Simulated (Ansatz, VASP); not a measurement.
# Si2WN4 in two plane-wave programs, part 2 of 2

Wanted: the spread between two codes on one cell, functional and k mesh. The cell is taken from a series of runs on this material, whose earlier steps may have relaxed, scaled, displaced or heated it; both programs get it as it stands.

VASP 6.6.1 and Ansatz 0.2.0.

So far: Set-up; Ansatz: single point, PBEsol, spin-orbit coupling.

### 3. VASP: single point, PBEsol, spin-orbit coupling

Level of this step: PBEsol, spin-orbit coupling, no spin polarisation; plane waves and PAW (W, N, Si) (VASP).

The same cell, functional and mesh now go to VASP, with its own data sets.

Lines of VASP's logs that name or quote its potential files are left out, and so is its time.

INCAR reads:

```
SYSTEM = Si2WN4
PREC = Accurate
ENCUT = 520
EDIFF = 1E-06
NELM = 200
ISMEAR = 0
SIGMA = 0.01
LREAL = .FALSE.
ALGO = Normal
GGA = PS
LNONCOLLINEAR = .TRUE.
MAGMOM = 0 0 0 0 0 0 0 0 0 0 0 0 0 0 0 0 0 0 0 0 0 0 0 0 0 0 0 0 0 0 0 0 0 0 0 0 0 0 0 0 0 0
NBANDS = 96
GGA_COMPAT = .FALSE.
LASPH = .TRUE.
LSORBIT = .TRUE.
LMAXMIX = 4
LORBIT = 11
LWAVE = .FALSE.
LCHARG = .FALSE.
ISIF = 2
LDIPOL = .TRUE.
IDIPOL = 3
DIPOL = 0.5 0.5 0.5
LVHAR = .TRUE.
EFERMI = MIDGAP
NELMDL = -8
KPAR = 4
```

POSCAR reads:

```
Si2WN4
1.0
    2.8825925047      0.0000000000      0.0000000000
   -1.4412962523      2.4963983378      0.0000000000
    0.0000000000      0.0000000000     56.9000000000
W N Si
2 8 4
Direct
    0.0000000001      0.0000000000      0.4133203399
    0.6666666667      0.3333333334      0.5866796601
    0.3333333334      0.6666666667      0.4351404233
    0.3333333334      0.6666666667      0.3914787522
    0.6666666667      0.3333333334      0.4744589381
    0.6666666667      0.3333333334      0.3520583230
    0.3333333334      0.6666666667      0.6085212478
    0.3333333334      0.6666666667      0.5648595767
    0.0000000001      0.0000000000      0.6479416770
    0.0000000001      0.0000000000      0.5255410619
    0.3333333334      0.6666666667      0.4656037339
    0.3333333334      0.6666666667      0.3609861213
    0.3333333334      0.6666666667      0.6390138787
    0.3333333334      0.6666666667      0.5343962661
```

KPOINTS reads:

```
Automatic mesh
0
Gamma
9 9 1
0 0 0
```

Potentials, in the order of the species: W, N and Si (PBE family, release 64).

Run with:

```sh
mpirun -np 4 vasp_ncl
```

Numbers of over 12 decimals in the logs are rounded to 6 here.

Log:

```text
[banner, memory and clock lines left out]
running    4 mpi-ranks, on    1 nodes
 distrk:  each k-point on    1 cores,    4 groups
 distr:  one band on    1 cores,    1 groups

 POSCAR found type information on POSCAR W N Si
 POSCAR found :  3 types and      14 ions
|                                                                             |
|               ----> ADVICE to this user running VASP <----                  |
|                                                                             |
|     You enforced a specific xc type in the INCAR file but a different       |
|     [... a line on the potential file left out ...]
|     I HOPE YOU KNOW WHAT YOU ARE DOING!                                     |
|                                                                             |

 LDA part: xc-table for (Slater+PW92), standard interpolation
|                                                                             |
|           W    W    AA    RRRRR   N    N  II  N    N   GGGG   !!!           |
|           W    W   A  A   R    R  NN   N  II  NN   N  G    G  !!!           |
|           W    W  A    A  R    R  N N  N  II  N N  N  G       !!!           |
|           W WW W  AAAAAA  RRRRR   N  N N  II  N  N N  G  GGG   !            |
|           WW  WW  A    A  R   R   N   NN  II  N   NN  G    G                |
|           W    W  A    A  R    R  N    N  II  N    N   GGGG   !!!           |
|                                                                             |
|     One of the lattice vectors is very long (>50 A), but AMIN is rather     |
|     large. This can spoil convergence since charge sloshing might occur     |
|     along the long lattice vector. If problems with convergence are         |
|     observed, try to decrease AMIN to a smaller value (e.g. 0.01).          |
|     Note: This warning only applies if the self-consistency cycle is        |
|     used.                                                                   |
|                                                                             |

 POSCAR, INCAR and KPOINTS ok, starting setup
 FFT: planning ... GRIDC
 FFT: planning ... GRID_SOFT
 FFT: planning ... GRID
 WAVECAR not read
 entering main loop
       N       E                     dE             d eps       ncg     rms          rms(c)
DAV:   1     0.573691983799E+03    0.57369E+03   -0.28134E+04  2432   0.115E+03
DAV:   2    -0.634402627629E+02   -0.63713E+03   -0.60728E+03  3176   0.297E+02
DAV:   3    -0.149540287264E+03   -0.86100E+02   -0.85194E+02  2856   0.112E+02
DAV:   4    -0.152690690452E+03   -0.31504E+01   -0.31312E+01  3096   0.248E+01
DAV:   5    -0.152786887083E+03   -0.96197E-01   -0.95998E-01  3080   0.380E+00
DAV:   6    -0.152790451724E+03   -0.35646E-02   -0.35619E-02  3048   0.775E-01
DAV:   7    -0.152790637670E+03   -0.18595E-03   -0.18590E-03  3112   0.154E-01
DAV:   8    -0.152790646086E+03   -0.84156E-05   -0.84142E-05  2952   0.330E-02    0.619E+01
DAV:   9    -0.135643578592E+03    0.17147E+02   -0.65385E+01  2888   0.344E+01    0.206E+01
DAV:  10    -0.135243700480E+03    0.39988E+00   -0.59341E+00  2944   0.126E+01    0.178E+01
DAV:  11    -0.134964505640E+03    0.27919E+00   -0.40937E-01  2872   0.448E+00    0.285E+00
DAV:  12    -0.134962666059E+03    0.18396E-02   -0.25224E-01  2904   0.229E+00    0.149E+00
DAV:  13    -0.134961691325E+03    0.97473E-03   -0.17871E-02  2888   0.774E-01    0.138E+00
DAV:  14    -0.134960651095E+03    0.10402E-02   -0.64382E-03  2968   0.350E-01    0.684E-01
[...]
DAV:  24    -0.134961113240E+03   -0.18438E-04   -0.60208E-07  2248   0.306E-03    0.240E-03
DAV:  25    -0.134961156531E+03   -0.43292E-04   -0.10712E-06  2144   0.364E-03    0.946E-04
DAV:  26    -0.134961174971E+03   -0.18440E-04   -0.32855E-07  2000   0.212E-03    0.991E-04
DAV:  27    -0.134961189297E+03   -0.14326E-04   -0.33545E-07  2016   0.138E-03    0.751E-04
DAV:  28    -0.134961192323E+03   -0.30259E-05   -0.30519E-08  1792   0.681E-04    0.416E-04
DAV:  29    -0.134961194633E+03   -0.23101E-05   -0.35613E-08  1712   0.677E-04    0.144E-04
DAV:  30    -0.134961197233E+03   -0.25995E-05   -0.48681E-08  1760   0.628E-04    0.214E-04
DAV:  31    -0.134961198081E+03   -0.84840E-06   -0.15982E-08  1712   0.363E-04
   1 F= -.13496120E+03 E0= -.13496120E+03  d E =0.000000E+00  mag=    -0.0000     0.0000     0.0000
```

From OUTCAR (step 3):

```text
ion  position               nearest neighbor table
   1  0.000  0.000  0.413-   3 2.08   3 2.08   3 2.08   4 2.08   4 2.08   4 2.08
   2  0.667  0.333  0.587-   8 2.08   8 2.08   8 2.08   7 2.08   7 2.08   7 2.08
   3  0.333  0.667  0.435-  11 1.73   1 2.08   1 2.08   1 2.08
   4  0.333  0.667  0.391-  12 1.74   1 2.08   1 2.08   1 2.08
   5  0.667  0.333  0.474-  11 1.74  11 1.74  11 1.74
   6  0.667  0.333  0.352-  12 1.74  12 1.74  12 1.74
   7  0.333  0.667  0.609-  13 1.74   2 2.08   2 2.08   2 2.08
   8  0.333  0.667  0.565-  14 1.73   2 2.08   2 2.08   2 2.08
   9  0.000  0.000  0.648-  13 1.74  13 1.74  13 1.74
  10  0.000  0.000  0.526-  14 1.74  14 1.74  14 1.74
  11  0.333  0.667  0.466-   3 1.73   5 1.74   5 1.74   5 1.74
  12  0.333  0.667  0.361-   4 1.74   6 1.74   6 1.74   6 1.74
  13  0.333  0.667  0.639-   7 1.74   9 1.74   9 1.74   9 1.74
  14  0.333  0.667  0.534-   8 1.73  10 1.74  10 1.74  10 1.74

  LATTYP: Found a hexagonal cell.
 ALAT       =     2.8825925047
 C/A-ratio  =    19.7391757271

 Subroutine GETGRP returns: Found 12 space group operations
 (whereof  6 operations were pure point group operations)

The static configuration has the point symmetry C_3v.
 The point group associated with its full space group is D_3d.

 Found     12 irreducible k-points:

   k-points           NKPTS =     12   k-points in BZ     NKDIM =     12   number of bands    NBANDS=     96

   dimension x,y,z NGX =    24 NGY =   24 NGZ =  432
   dimension x,y,z NGXF=    48 NGYF=   48 NGZF=  864

   ENCUT  =  520.0 eV  38.22 Ry    6.18 a.u.   5.36  5.36105.80*2*pi/ulx,y,z

   NELECT =      68.0000    total number of electrons

 k-points in reciprocal lattice and weights: Automatic mesh
   0.00000000  0.00000000  0.00000000       0.012
   0.11111111 -0.00000000  0.00000000       0.074
   0.22222222  0.00000000  0.00000000       0.074
   0.33333333  0.00000000  0.00000000       0.074
   0.44444444  0.00000000  0.00000000       0.074
   0.11111111  0.11111111  0.00000000       0.074
   0.22222222  0.11111111  0.00000000       0.148
   0.33333333  0.11111111  0.00000000       0.148
   0.44444444  0.11111111  0.00000000       0.074
   0.22222222  0.22222222  0.00000000       0.074
   0.33333333  0.22222222  0.00000000       0.148
   0.33333333  0.33333333  0.00000000       0.025

 dipolmoment           0.000000      0.000000     -0.000000 electrons x Angstroem

 average (electrostatic) potential at core
       1 -46.2591       2 -46.2591       3 -69.4744       4 -69.4736       5 -69.5597
       6 -69.5438       7 -69.4736       8 -69.4744       9 -69.5438      10 -69.5597
      11 -90.5606      12 -90.5502      13 -90.5502      14 -90.5606

 E-fermi :   0.4235

 k-point     1 :       0.0000    0.0000    0.0000
  band No.  band energies     occupation
    ...
     64      -2.9877      1.00000
     65      -0.6790      1.00000
     66      -0.6790      1.00000
     67      -0.5832      1.00000
     68      -0.5832      1.00000
     69       2.1418      0.00000
     70       2.1418      0.00000
     71       2.1428      0.00000
     72       2.1428      0.00000
     73       2.4828      0.00000
    ...

 k-point     2 :       0.1111   -0.0000    0.0000
  band No.  band energies     occupation
    ...
     64      -2.9270      1.00000
     65      -0.9515      1.00000
     66      -0.9515      1.00000
     67      -0.9132      1.00000
     68      -0.9132      1.00000
     69       2.0025      0.00000
     70       2.0025      0.00000
     71       2.0663      0.00000
     72       2.0663      0.00000
     73       2.3878      0.00000
    ...

 k-point     3 :       0.2222    0.0000    0.0000
  band No.  band energies     occupation
    ...
     64      -3.0093      1.00000
     65      -1.7567      1.00000
     66      -1.7567      1.00000
     67      -1.7405      1.00000
     68      -1.7405      1.00000
     69       2.1525      0.00000
     70       2.1525      0.00000
     71       2.1998      0.00000
     72       2.1998      0.00000
     73       2.4856      0.00000
    ...

  Total        3.5251268      3.5251268      2.9569373      0.0000000      0.0000000     -0.0000000
  in kB       13.7935458     13.7935458     11.5702648      0.0000000      0.0000000     -0.0000000
  external PRESSURE =      13.0524522 kB  Pullay stress =       0.0000000 kB

  energy-cutoff  :      520.00
  volume of cell :      409.46
      direct lattice vectors                 reciprocal lattice vectors
     2.882592505  0.000000000  0.000000000     0.346909942  0.200288549  0.000000000
    -1.441296252  2.496398338  0.000000000     0.000000000  0.400577097  0.000000000
     0.000000000  0.000000000 56.900000000     0.000000000  0.000000000  0.017574692

 POSITION                                       TOTAL-FORCE (eV/Angst)
 -----------------------------------------------------------------------------------
      0.00000      0.00000     23.51793         0.000000      0.000000     -0.033140
      1.44130      0.83213     33.38207        -0.000000     -0.000000      0.033140
      0.00000      1.66427     24.75949        -0.000000      0.000000      0.088815
      0.00000      1.66427     22.27514        -0.000000     -0.000000     -0.101993
      1.44130      0.83213     26.99671        -0.000000      0.000000      0.008907
      1.44130      0.83213     20.03212         0.000000     -0.000000     -0.041736
      0.00000      1.66427     34.62486         0.000000     -0.000000      0.101993
      0.00000      1.66427     32.14051        -0.000000     -0.000000     -0.088815
      0.00000      0.00000     36.86788         0.000000      0.000000      0.041736
      0.00000      0.00000     29.90329         0.000000     -0.000000     -0.008907
      0.00000      1.66427     26.49285         0.000000     -0.000000      0.008450
      0.00000      1.66427     20.54011         0.000000     -0.000000     -0.095435
      0.00000      1.66427     36.35989        -0.000000      0.000000      0.095435
      0.00000      1.66427     30.40715        -0.000000      0.000000     -0.008450
 -----------------------------------------------------------------------------------
    total drift:                               -0.000000     -0.000000      0.000000

  FREE ENERGIE OF THE ION-ELECTRON SYSTEM (eV)
  ---------------------------------------------------
  free  energy   TOTEN  =      -134.9611980813 eV

  energy  without entropy=     -134.9611980813  energy(sigma->0) =     -134.96119808

 vacuum level on the upper side and lower side of the slab         4.566         4.566

 Spin-Orbit-Coupling matrix elements
 Ion:    1  E_soc:     -0.3147649
 Ion:    2  E_soc:     -0.3147649
 Ion:    3  E_soc:     -0.0002852
 Ion:    4  E_soc:     -0.0002852
 Ion:    5  E_soc:     -0.0000484
 Ion:    6  E_soc:     -0.0000481
 Ion:    7  E_soc:     -0.0002852
 Ion:    8  E_soc:     -0.0002852
 Ion:    9  E_soc:     -0.0000481
 Ion:   10  E_soc:     -0.0000484
 Ion:   11  E_soc:     -0.0002493
 Ion:   12  E_soc:     -0.0002492
 Ion:   13  E_soc:     -0.0002492
 Ion:   14  E_soc:     -0.0002493

 total charge
# of ion       s       p       d       tot
------------------------------------------
    1        0.616   0.943   4.455   6.014
    2        0.616   0.943   4.455   6.014
    3        1.230   2.597   0.000   3.827
    4        1.230   2.596   0.000   3.826
    5        1.223   2.688   0.000   3.911
    6        1.223   2.685   0.000   3.908
    7        1.230   2.596   0.000   3.826
    8        1.230   2.597   0.000   3.827
    9        1.223   2.685   0.000   3.908
   10        1.223   2.688   0.000   3.911
   11        0.688   0.987   0.000   1.675
   12        0.687   0.985   0.000   1.672
   13        0.687   0.985   0.000   1.672
   14        0.688   0.987   0.000   1.675
--------------------------------------------------
tot         13.797  26.960   8.910  49.667

 magnetization (x)
# of ion       s       p       d       tot
------------------------------------------
    1        0.000  -0.000   0.000   0.000
    2        0.000   0.000   0.000   0.000
    3        0.000   0.000   0.000   0.000
    4        0.000  -0.000   0.000  -0.000
    5        0.000   0.000   0.000   0.000
    6        0.000   0.000   0.000   0.000
    7        0.000  -0.000   0.000  -0.000
    8        0.000   0.000   0.000   0.000
    9        0.000   0.000   0.000   0.000
   10        0.000   0.000   0.000   0.000
   11        0.000   0.000   0.000   0.000
   12       -0.000  -0.000   0.000  -0.000
   13       -0.000  -0.000   0.000  -0.000
   14        0.000   0.000   0.000   0.000
--------------------------------------------------
tot         -0.000   0.000   0.000   0.000

 magnetization (y)
# of ion       s       p       d       tot
------------------------------------------
    1        0.000   0.000   0.000   0.000
    2        0.000   0.000   0.000   0.000
    3        0.000  -0.000   0.000  -0.000
    4        0.000  -0.000   0.000  -0.000
    5        0.000   0.000   0.000   0.000
    6        0.000   0.000   0.000   0.000
    7        0.000   0.000   0.000   0.000
    8        0.000  -0.000   0.000  -0.000
    9        0.000   0.000   0.000   0.000
   10        0.000   0.000   0.000   0.000
   11        0.000   0.000   0.000   0.000
   12        0.000   0.000   0.000   0.000
   13        0.000   0.000   0.000   0.000
   14        0.000   0.000   0.000   0.000
--------------------------------------------------
tot          0.000   0.000   0.000   0.000

 magnetization (z)
# of ion       s       p       d       tot
------------------------------------------
    1       -0.000  -0.000   0.000  -0.000
    2        0.000  -0.000  -0.000  -0.000
    3        0.000   0.000   0.000   0.000
    4        0.000  -0.000   0.000  -0.000
    5        0.000   0.000   0.000   0.000
    6       -0.000  -0.000   0.000  -0.000
    7       -0.000   0.000   0.000   0.000
    8       -0.000   0.000   0.000   0.000
    9       -0.000  -0.000   0.000  -0.000
   10        0.000  -0.000   0.000  -0.000
   11       -0.000  -0.000   0.000  -0.000
   12       -0.000   0.000   0.000  -0.000
   13       -0.000   0.000   0.000  -0.000
   14       -0.000  -0.000   0.000  -0.000
--------------------------------------------------
tot         -0.000  -0.000   0.000  -0.000

[... 3 further parts left out ...]
```

This run has no spin polarisation, so a moment on W, if there is one, isn't seen.

### 4. Comparison

Known differences besides the potentials themselves: spin-orbit coupling enters by fully relativistic files in Ansatz and inside the spheres in VASP; fixed occupations in Ansatz, narrow Gaussian smearing in VASP; Ansatz cuts the interaction across the vacuum, VASP repeats the sheet with a dipole correction; the data sets hold 84 valence electrons in Ansatz (on its PAW fully relativistic soft_1 files) and 68 in VASP; the cutoff is 420 eV in Ansatz and 520 eV in VASP; Ansatz makes its cores anew for this functional, VASP keeps those of its PBE data sets. Total energies have different zeros and are not compared.

Both answers:

```
              quantity  Ansatz   VASP  difference
gap on the k mesh (eV)   1.995  2.013      -0.018
```

Forces on 7 of the 14 atoms, those with the largest forces and the largest differences (eV/Å; atoms numbered as in POSCAR):

```csv
atom,"Ansatz x, y, z","VASP x, y, z"
N3,"0.000, 0.000, 0.005","0.000, 0.000, 0.089"
N4,"0.000, 0.000, -0.019","0.000, 0.000, -0.102"
N6,"0.000, 0.000, -0.038","0.000, 0.000, -0.042"
N7,"0.000, 0.000, 0.019","0.000, 0.000, 0.102"
N8,"0.000, 0.000, -0.005","0.000, 0.000, -0.089"
Si12,"0.000, 0.000, -0.084","0.000, 0.000, -0.095"
Si13,"0.000, 0.000, 0.084","0.000, 0.000, 0.095"
```

The forces differ by 26 meV/Å r.m.s., which is 68.3 % of the r.m.s. force of 0.038 eV/Å (both taken over all components). A gap on the mesh is an upper bound, since the band edges may lie between its points. With vacuum in the cell, a pressure given here is an average over mostly empty space and none of the material.

### 5. Other set-ups

Further runs change the set-up of one program: Ansatz's method, potentials or start, or VASP's data sets, cutoff or form of LDA. The table gives Ansatz less VASP for each quantity, since a change that brings one quantity closer may part another.

| run | r.m.s. force difference (meV/Å) | gap on the k mesh (eV) |
| --- | --- | --- |
| as above | 26 | -0.018 |
| VASP with the data sets W_sv, N and Si | 41 | -0.0079 |

### 6. Results

```
r.m.s. force difference (single point, PBEsol, spin-orbit coupling) : 26 meV/Å
```

In words: The r.m.s. force difference is 26 meV/Å (single point, PBEsol, spin-orbit coupling), beyond the 12 meV/Å picked in this series as the mark of a large difference. The data sets hold unlike numbers of valence electrons (84 in Ansatz and 68 in VASP), so part of the differences comes from the potentials. Single point, PBEsol, spin-orbit coupling, VASP with the data sets W_sv, N and Si: r.m.s. force difference goes from 26 to 41 meV/Å; the difference in gap on the k mesh goes from -0.018 to -0.0079 eV. Such differences can come from data sets, numerical settings and the points named under the comparisons, not from the functional's error against experiment.

[Lines on the potential files, build, host, timing and source positions are cut from VASP's logs without a mark.]

[Logs are printed without paths, hosts, clocks, repeated set-up lines and the standing remarks that a program may print on its own settings, such as how far it seeks lower states.]

[Hosts, paths, dates, database ids (printed as entryN), source tags and the programs' standing remarks are cut or masked in the printed files.]
